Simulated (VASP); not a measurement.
# A VASP study of Hf2Sc (SCAN): structure first, properties next, part 4 of 4

What structure does Hf2Sc take at this level, and what are its properties? The cell is invented: it takes the structure of COD entry 4344350, LuSi2 (space group 191 there), with all of its atoms replaced by other elements, volume scaled by an estimate. It may not be a known or stable phase. Left out of this account: at least 1 further run (phonons: its modes failed a check).

VASP 6.6.1; SCAN; plane waves and PAW (Hf_pv, Sc_sv); invented cell.

Still holding for the runs below: This run has no spin polarisation. Its electron count is odd, so without a moment it is a metal by construction. The k-mesh is coarse for a metal.

So far. Step 6 (Total and projected DOS (SCAN)): The finer mesh and the other smearing move the Fermi level by -0.00 eV from the 6×6×9 run, a small shift, which tests the Fermi level alone. Of the states within 0.3 eV of the Fermi level, the largest shares in the PAW spheres are Hf d 45 %, Sc d 11 % and Hf p 9 %. The rest lies in smaller channels or between the spheres. Step 7 (Volume scan with SCAN, volume scale 0.94): The pressure here is 6.16 GPa.

### 8. Volume scan with SCAN, volume scale 0.96

INCAR

```
SYSTEM = Hf2Sc
PREC = Accurate
ENCUT = 400
EDIFF = 1E-06
NELM = 100
ISMEAR = 1
SIGMA = 0.2
LREAL = .FALSE.
ALGO = Normal
METAGGA = SCAN
LASPH = .TRUE.
NBANDS = 21
LORBIT = 11
LWAVE = .FALSE.
LCHARG = .FALSE.
ISIF = 2
```

POSCAR

```
Hf2Sc
1.0
    4.8431744362      0.0000000000      0.0000000000
   -2.4215872182      4.1943117281      0.0000000000
    0.0000000000      0.0000000000      3.0683933578
Hf Sc
2 1
Direct
    0.3333333300      0.6666666700      0.5000000000
    0.6666666700      0.3333333300      0.5000000000
    0.0000000000      0.0000000000      0.0000000000
```

KPOINTS

```
Automatic mesh
0
Gamma
6 6 9
0 0 0
```

The projector-augmented-wave data sets are Hf_pv and Sc_sv (PBE family, release 64).

Command:

```sh
> mpirun -np 1 vasp_std
```

The log of the run:

```text
[... set-up lines as in an earlier step ...]
 entering main loop
       N       E                     dE             d eps       ncg     rms          rms(c)
DAV:   1     0.910359547573E+02    0.91036E+02   -0.13555E+04  1486   0.123E+03
DAV:   2    -0.132149957539E+03   -0.22319E+03   -0.21800E+03  1470   0.450E+02
DAV:   3    -0.148372028729E+03   -0.16222E+02   -0.14473E+02  2388   0.864E+01
DAV:   4    -0.149142795302E+03   -0.77077E+00   -0.72383E+00  2212   0.162E+01
DAV:   5    -0.149164302280E+03   -0.21507E-01   -0.21252E-01  1996   0.217E+00    0.613E+01
DAV:   6    -0.139811958610E+03    0.93523E+01   -0.57000E+00  2159   0.254E+01    0.325E+01
DAV:   7    -0.139649930317E+03    0.16203E+00   -0.28588E+00  2399   0.129E+01    0.957E+00
DAV:   8    -0.139412310299E+03    0.23762E+00   -0.91460E-01  2284   0.800E+00    0.302E+00
DAV:   9    -0.139416009412E+03   -0.36991E-02   -0.59172E-02  2200   0.250E+00    0.123E+00
DAV:  10    -0.139414989209E+03    0.10202E-02   -0.73776E-03  2152   0.649E-01    0.164E-01
DAV:  11    -0.139415246636E+03   -0.25743E-03   -0.78695E-04  1889   0.250E-01    0.110E-01
DAV:  12    -0.139415274545E+03   -0.27909E-04   -0.91414E-05  1957   0.722E-02    0.336E-02
DAV:  13    -0.139415322686E+03   -0.48141E-04   -0.31635E-05  2139   0.492E-02    0.122E-02
DAV:  14    -0.139415316871E+03    0.58148E-05   -0.25795E-06  1549   0.159E-02    0.373E-03
DAV:  15    -0.139415315765E+03    0.11057E-05   -0.27946E-07  1115   0.596E-03    0.208E-03
DAV:  16    -0.139415312910E+03    0.28550E-05   -0.10269E-07  1065   0.489E-03    0.146E-03
DAV:  17    -0.139415312309E+03    0.60130E-06   -0.41707E-08  1030   0.274E-03
   1 F= -.13941531E+03 E0= -.13941496E+03  d E =-.105920E-02
```

The job ended after 82 s (1 MPI rank of Intel Xeon Platinum 8375C at 2.90GHz (Ice Lake), shared host; peak memory 0.17 GiB).

Parts of OUTCAR (step 8):

```text
   ENCUT  =  400.0 eV  29.40 Ry    5.42 a.u.   7.90  7.90  5.00*2*pi/ulx,y,z

   NELECT =      31.0000    total number of electrons

 E-fermi :   4.6627

 k-point     1 :       0.0000    0.0000    0.0000
  band No.  band energies     occupation
    ...
     11      -2.2782      2.00000
     12       2.8024      2.00000
     13       4.2500      2.01296
     14       4.2501      2.01299
     15       4.4008      2.06895
     16       4.8986     -0.07024
     17       4.8986     -0.07025
     18       6.7603     -0.00000
     19       7.3886     -0.00000
     20       7.3887     -0.00000
    ...

  Total        1.5383986      1.5383983      1.4791986     -0.0000000      0.0000000     -0.0000000
  in kB       39.5437273     39.5437203     38.0220227     -0.0000000      0.0000000     -0.0000000
  external PRESSURE =      39.0364901 kB  Pullay stress =       0.0000000 kB

 POSITION                                       TOTAL-FORCE (eV/Angst)
 -----------------------------------------------------------------------------------
     -0.00000      2.79621      1.53420        -0.000000      0.000000      0.000000
      2.42159      1.39810      1.53420         0.000000      0.000000      0.000000
      0.00000      0.00000      0.00000        -0.000000      0.000000      0.000000
 -----------------------------------------------------------------------------------
    total drift:                               -0.000000      0.000000     -0.000000

  FREE ENERGIE OF THE ION-ELECTRON SYSTEM (eV)
  ---------------------------------------------------
  free  energy   TOTEN  =      -139.4153123089 eV

  energy  without entropy=     -139.4142531070  energy(sigma->0) =     -139.41495924

[... 4 parts as in an earlier step ...]

[... 12 further parts left out ...]
```

This step gave:

```
SCF cycles              : 17
free energy (TOTEN)     : -139.4153 eV
energy at zero smearing : -139.4150 eV
Fermi energy            : 4.663 eV
pressure                : 3.904 GPa
```

The pressure falls from 6.16 to 3.90 GPa.

The run ends at a pressure of 3.90 GPa.

### 9. Volume scan with SCAN, volume scale 0.98

INCAR is that of step 8.

POSCAR

```
Hf2Sc
1.0
    4.8765766947      0.0000000000      0.0000000000
   -2.4382883475      4.2232389300      0.0000000000
    0.0000000000      0.0000000000      3.0895553600
Hf Sc
2 1
Direct
    0.3333333300      0.6666666700      0.5000000000
    0.6666666700      0.3333333300      0.5000000000
    0.0000000000      0.0000000000      0.0000000000
```

KPOINTS is that of step 8.

Command:

```sh
> mpirun -np 1 vasp_std
```

The log of the run:

```text
[... set-up lines as in an earlier step ...]
 entering main loop
       N       E                     dE             d eps       ncg     rms          rms(c)
DAV:   1     0.893647698268E+02    0.89365E+02   -0.13487E+04  1494   0.123E+03
DAV:   2    -0.132545277870E+03   -0.22191E+03   -0.21683E+03  1470   0.448E+02
DAV:   3    -0.148396422009E+03   -0.15851E+02   -0.14243E+02  2324   0.870E+01
DAV:   4    -0.149197429428E+03   -0.80101E+00   -0.77179E+00  2228   0.182E+01
[...]
DAV:  13    -0.139440985751E+03   -0.51998E-04   -0.33732E-05  2063   0.500E-02    0.164E-02
DAV:  14    -0.139440979837E+03    0.59138E-05   -0.29021E-06  1516   0.161E-02    0.306E-03
DAV:  15    -0.139440979050E+03    0.78751E-06   -0.33469E-07  1120   0.659E-03
   1 F= -.13944098E+03 E0= -.13944051E+03  d E =-.139925E-02
```

The job ended after 78 s (1 MPI rank; peak memory 0.18 GiB).

Parts of OUTCAR (step 9):

```text
  Total        0.7431219      0.7431218      0.7433988     -0.0000000      0.0000000      0.0000000
  in kB       18.7117311     18.7117278     18.7187037     -0.0000000      0.0000000      0.0000000
  external PRESSURE =      18.7140542 kB  Pullay stress =       0.0000000 kB

 POSITION                                       TOTAL-FORCE (eV/Angst)
 -----------------------------------------------------------------------------------
     -0.00000      2.81549      1.54478         0.000000     -0.000000      0.000000
      2.43829      1.40775      1.54478        -0.000000      0.000000      0.000000
      0.00000      0.00000      0.00000         0.000000      0.000000      0.000000
 -----------------------------------------------------------------------------------
    total drift:                               -0.000000      0.000000     -0.000000

  FREE ENERGIE OF THE ION-ELECTRON SYSTEM (eV)
  ---------------------------------------------------
  free  energy   TOTEN  =      -139.4409790498 eV

  energy  without entropy=     -139.4395798037  energy(sigma->0) =     -139.44051263

[... 1 part as in an earlier step ...]

[... 2 further parts left out ...]
[key lines of the parts left out:]
E-fermi :   4.5374
```

The pressure falls from 3.90 to 1.87 GPa.

The run ends at a pressure of 1.87 GPa.

### 10. Volume scan with SCAN, volume scale 1

INCAR is that of step 9.

POSCAR

```
Hf2Sc
1.0
    4.9095275368      0.0000000000      0.0000000000
   -2.4547637685      4.2517751938      0.0000000000
    0.0000000000      0.0000000000      3.1104313673
Hf Sc
2 1
Direct
    0.3333333300      0.6666666700      0.5000000000
    0.6666666700      0.3333333300      0.5000000000
    0.0000000000      0.0000000000      0.0000000000
```

KPOINTS is that of step 9.

Command:

```sh
> mpirun -np 1 vasp_std
```

The log of the run:

```text
[... set-up lines as in an earlier step ...]
 entering main loop
       N       E                     dE             d eps       ncg     rms          rms(c)
[... 15 cycles as in an earlier step ...]
   1 F= -.13945093E+03 E0= -.13945024E+03  d E =-.205363E-02
```

Wall time 93 s (1 MPI rank); peak memory 0.18 GiB.

OUTCAR, selected parts (step 10):

```text
[... 6 parts as in an earlier step ...]

[... 1 further part left out ...]
[key lines of the parts left out:]
E-fermi :   4.4159
```

The pressure falls from 1.87 to -0.01 GPa.

The run ends at a pressure of -0.01 GPa.

### 11. Volume scan with SCAN, volume scale 1.02

INCAR is that of step 10.

POSCAR

```
Hf2Sc
1.0
    4.9420419118      0.0000000000      0.0000000000
   -2.4710209560      4.2799334660      0.0000000000
    0.0000000000      0.0000000000      3.1310308509
Hf Sc
2 1
Direct
    0.3333333300      0.6666666700      0.5000000000
    0.6666666700      0.3333333300      0.5000000000
    0.0000000000      0.0000000000      0.0000000000
```

KPOINTS is that of step 10.

Command:

```sh
> mpirun -np 1 vasp_std
```

The log of the run:

```text
[... set-up lines as in an earlier step ...]
 entering main loop
       N       E                     dE             d eps       ncg     rms          rms(c)
DAV:   1     0.879964861721E+02    0.87996E+02   -0.13534E+04  1486   0.122E+03
DAV:   2    -0.132219228540E+03   -0.22022E+03   -0.21559E+03  1470   0.441E+02
DAV:   3    -0.148480597837E+03   -0.16261E+02   -0.14532E+02  2348   0.873E+01
DAV:   4    -0.149258587767E+03   -0.77799E+00   -0.74205E+00  2207   0.163E+01
[...]
DAV:  15    -0.139446405751E+03    0.18197E-05   -0.28972E-07  1105   0.744E-03    0.166E-03
DAV:  16    -0.139446400420E+03    0.53317E-05   -0.13008E-07  1105   0.492E-03    0.226E-03
DAV:  17    -0.139446400768E+03   -0.34846E-06   -0.38647E-08  1030   0.334E-03
   1 F= -.13944640E+03 E0= -.13944541E+03  d E =-.297999E-02
```

Run time: 97 s. Hardware: 1 MPI rank; peak memory 0.18 GiB.

OUTCAR, selected parts (step 11):

```text
  Total       -0.6718205     -0.6718204     -0.6944416      0.0000000      0.0000000     -0.0000000
  in kB      -16.2529813    -16.2529785    -16.8002425      0.0000000      0.0000000     -0.0000000
  external PRESSURE =     -16.4354008 kB  Pullay stress =       0.0000000 kB

 POSITION                                       TOTAL-FORCE (eV/Angst)
 -----------------------------------------------------------------------------------
     -0.00000      2.85329      1.56552        -0.000000      0.000000      0.000000
      2.47102      1.42664      1.56552         0.000000      0.000000      0.000000
      0.00000      0.00000      0.00000         0.000000      0.000000      0.000000
 -----------------------------------------------------------------------------------
    total drift:                               -0.000000      0.000000     -0.000000

  FREE ENERGIE OF THE ION-ELECTRON SYSTEM (eV)
  ---------------------------------------------------
  free  energy   TOTEN  =      -139.4464007682 eV

  energy  without entropy=     -139.4434207740  energy(sigma->0) =     -139.44540744

[... 1 part as in an earlier step ...]

[... 2 further parts left out ...]
[key lines of the parts left out:]
E-fermi :   4.2969
```

The pressure falls from -0.01 to -1.64 GPa.

The run ends at a pressure of -1.64 GPa.

### 12. Volume scan with SCAN, volume scale 1.04

INCAR is that of step 11.

POSCAR

```
Hf2Sc
1.0
    4.9741339922      0.0000000000      0.0000000000
   -2.4870669962      4.3077260205      0.0000000000
    0.0000000000      0.0000000000      3.1513627897
Hf Sc
2 1
Direct
    0.3333333300      0.6666666700      0.5000000000
    0.6666666700      0.3333333300      0.5000000000
    0.0000000000      0.0000000000      0.0000000000
```

KPOINTS is that of step 11.

Command:

```sh
> mpirun -np 1 vasp_std
```

The log of the run:

```text
[... set-up lines as in an earlier step ...]
 entering main loop
       N       E                     dE             d eps       ncg     rms          rms(c)
DAV:   1     0.917378831110E+02    0.91738E+02   -0.13696E+04  1486   0.122E+03
DAV:   2    -0.132122483354E+03   -0.22386E+03   -0.21930E+03  1470   0.444E+02
DAV:   3    -0.148421579280E+03   -0.16299E+02   -0.14532E+02  2308   0.872E+01
DAV:   4    -0.149262601707E+03   -0.84102E+00   -0.79414E+00  2249   0.178E+01
[...]
DAV:  15    -0.139430208739E+03    0.21630E-05   -0.45374E-07  1158   0.844E-03    0.252E-03
DAV:  16    -0.139430203004E+03    0.57348E-05   -0.19083E-07  1100   0.526E-03    0.323E-03
DAV:  17    -0.139430203499E+03   -0.49446E-06   -0.51645E-08  1070   0.385E-03
   1 F= -.13943020E+03 E0= -.13942888E+03  d E =-.397280E-02
```

Elapsed: 1.8 min, on 1 MPI rank; peak memory 0.18 GiB.

From OUTCAR (step 12):

```text
  Total       -1.3773493     -1.3773491     -1.4320480      0.0000000      0.0000000      0.0000000
  in kB      -32.6806526    -32.6806468    -33.9785007      0.0000000      0.0000000      0.0000000
  external PRESSURE =     -33.1132667 kB  Pullay stress =       0.0000000 kB

 POSITION                                       TOTAL-FORCE (eV/Angst)
 -----------------------------------------------------------------------------------
     -0.00000      2.87182      1.57568        -0.000000      0.000000      0.000000
      2.48707      1.43591      1.57568         0.000000     -0.000000      0.000000
      0.00000      0.00000      0.00000         0.000000      0.000000      0.000000
 -----------------------------------------------------------------------------------
    total drift:                               -0.000000      0.000000     -0.000000

  FREE ENERGIE OF THE ION-ELECTRON SYSTEM (eV)
  ---------------------------------------------------
  free  energy   TOTEN  =      -139.4302034986 eV

  energy  without entropy=     -139.4262306965  energy(sigma->0) =     -139.42887923

[... 1 part as in an earlier step ...]

[... 2 further parts left out ...]
[key lines of the parts left out:]
E-fermi :   4.1821
```

The pressure falls from -1.64 to -3.31 GPa.

The run ends at a pressure of -3.31 GPa.

### 13. Volume scan with SCAN, volume scale 1.06

A prediction first. A least-squares parabola for the 6 pressures of evenly scaled cells so far, P = 0.01 -89.7 t +151 t² GPa with t = ln(V/V₁) and V₁ the volume at scale 1, gives -4.71 GPa at t = +0.0583.

INCAR is that of step 12.

POSCAR

```
Hf2Sc
1.0
    5.0058172286      0.0000000000      0.0000000000
   -2.5029086144      4.3351645057      0.0000000000
    0.0000000000      0.0000000000      3.1714357054
Hf Sc
2 1
Direct
    0.3333333300      0.6666666700      0.5000000000
    0.6666666700      0.3333333300      0.5000000000
    0.0000000000      0.0000000000      0.0000000000
```

KPOINTS is that of step 12.

Command:

```sh
> mpirun -np 1 vasp_std
```

The log of the run:

```text
[... set-up lines as in an earlier step ...]
 entering main loop
       N       E                     dE             d eps       ncg     rms          rms(c)
DAV:   1     0.852569166180E+02    0.85257E+02   -0.13619E+04  1494   0.121E+03
DAV:   2    -0.132622290825E+03   -0.21788E+03   -0.21291E+03  1491   0.442E+02
DAV:   3    -0.148416636853E+03   -0.15794E+02   -0.14293E+02  2284   0.856E+01
DAV:   4    -0.149267392921E+03   -0.85076E+00   -0.80022E+00  2251   0.174E+01
[...]
DAV:  12    -0.139400757600E+03   -0.21493E-04   -0.18840E-04  2363   0.102E-01    0.368E-02
DAV:  13    -0.139400817505E+03   -0.59906E-04   -0.59507E-05  2203   0.653E-02    0.430E-02
DAV:  14    -0.139400818069E+03   -0.56345E-06   -0.92739E-06  2036   0.303E-02
   1 F= -.13940082E+03 E0= -.13939919E+03  d E =-.488993E-02
```

Wall time 2.5 min (1 MPI rank); peak memory 0.19 GiB.

Parts of OUTCAR (step 13):

```text
  Total       -2.0040245     -2.0040241     -2.0466387      0.0000000     -0.0000000      0.0000000
  in kB      -46.6527366    -46.6527284    -47.6447741      0.0000000     -0.0000000      0.0000000
  external PRESSURE =     -46.9834130 kB  Pullay stress =       0.0000000 kB

 POSITION                                       TOTAL-FORCE (eV/Angst)
 -----------------------------------------------------------------------------------
     -0.00000      2.89011      1.58572         0.000000      0.000000      0.000000
      2.50291      1.44505      1.58572        -0.000000     -0.000000      0.000000
      0.00000      0.00000      0.00000         0.000000      0.000000      0.000000
 -----------------------------------------------------------------------------------
    total drift:                               -0.000000      0.000000      0.000000

  FREE ENERGIE OF THE ION-ELECTRON SYSTEM (eV)
  ---------------------------------------------------
  free  energy   TOTEN  =      -139.4008180689 eV

  energy  without entropy=     -139.3959281430  energy(sigma->0) =     -139.39918809

[... 1 part as in an earlier step ...]

[... 2 further parts left out ...]
[key lines of the parts left out:]
E-fermi :   4.0691
```

The pressure falls from -3.31 to -4.70 GPa. The parabola predicted -4.71 GPa, -0.01 GPa off.

### 14. Comparing the runs

Times are for 1 MPI rank of Intel Xeon Platinum 8375C at 2.90GHz (Ice Lake), shared host. Results by setting:

| no. | volume scale | energy above the lowest point (meV/atom) | pressure (GPa) | time | memory (GiB) |
| --- | --- | --- | --- | --- | --- |
| 1 | 0.94 | 26.15 | 6.159 | 2.3 min | 0.18 |
| 2 | 0.96 | 11.76 | 3.904 | 82 s | 0.17 |
| 3 | 0.98 | 3.24 | 1.871 | 78 s | 0.18 |
| 4 | 1 | 0 | -0.005599 | 93 s | 0.18 |
| 5 | 1.02 | 1.61 | -1.644 | 97 s | 0.18 |
| 6 | 1.04 | 7.12 | -3.311 | 1.8 min | 0.18 |
| 7 | 1.06 | 17.02 | -4.698 | 2.5 min | 0.19 |

### 15. Fit for SCAN

This step: Birch-Murnaghan fit, SCAN; plane waves and PAW; invented cell (VASP 6.6.1).

No new run; the numbers come from the runs before.

This step gave:

- pressure derivative of the bulk modulus: 4.024
- r.m.s. error of the fit: 7.99e-5 eV/atom
- minimum inside the sampled range: yes
- bulk modulus: 86.74 GPa
- equilibrium volume of the fit: 21.72 Å³/atom

Table of energy above the fitted minimum by volume:

| volume (Å³/atom) | energy above the fitted minimum (eV/atom) |
| --- | --- |
| 20.34 | 0.0262 |
| 20.78 | 0.0118 |
| 21.21 | 0.00332 |
| 21.64 | 7.4e-5 |
| 22.08 | 0.00169 |
| 22.51 | 0.00719 |
| 22.94 | 0.0171 |

The fit over cells of fixed shape and fractional positions puts the volume +0.34 % from the relaxed one. At a finite cutoff and mesh the minimum of the energy and the zero of the stress don't quite coincide, and the relaxation stops at a threshold.

### 16. Summary of results

```yaml
relaxed_volume: 21.64 Å³/atom
relaxed_conventional_cell_a_b_c: 4.910, 4.910, 3.110 Å; angles 90.0, 90.0, 120.0°
space_group_after_relaxing_within_0p02_a: P6/mmm (No. 191)
band_gap: none, a metal
dos_at_the_fermi_level: 2.75 states/eV/cell
bulk_modulus_from_the_fit: 86.7 GPa
volume_from_the_fit: 21.7 Å³/atom
```

In words: With SCAN, Hf2Sc relaxes to 21.64 Å³/atom in space group P6/mmm (held by the symmetry of the run), comes out as a metal and has a bulk modulus of 86.7 GPa at fixed shape and positions, an upper bound. Bands along the symmetry lines (SCAN): Of the bands kept, 3 cross the Fermi level on this path. Spin-orbit coupling is left out, and with elements this heavy it would split and shift bands near the Fermi level. The k-sampling is coarse for a metal, so the Fermi level, pressures and the shape of the cell carry errors. With an odd electron count and no spin the cell is a metal by construction. No search among competing phases was made. All values are for a static lattice at zero temperature.

[Lines on the potential files, build, host, timing and source positions are cut from VASP's logs without a mark.]

[Logs are printed without paths, hosts, clocks, repeated set-up lines and the standing remarks that a program may print on its own settings, such as how far it seeks lower states.]

[Hosts, paths, dates, database ids (printed as entryN), source tags and the programs' standing remarks are cut or masked in the printed files.]

[A measured line is paired with the nearest computed mode of its activity, which favours agreement.]

[In band tables of VASP the shares of atoms and orbitals are scaled to a sum of 1 inside the atoms' spheres.]
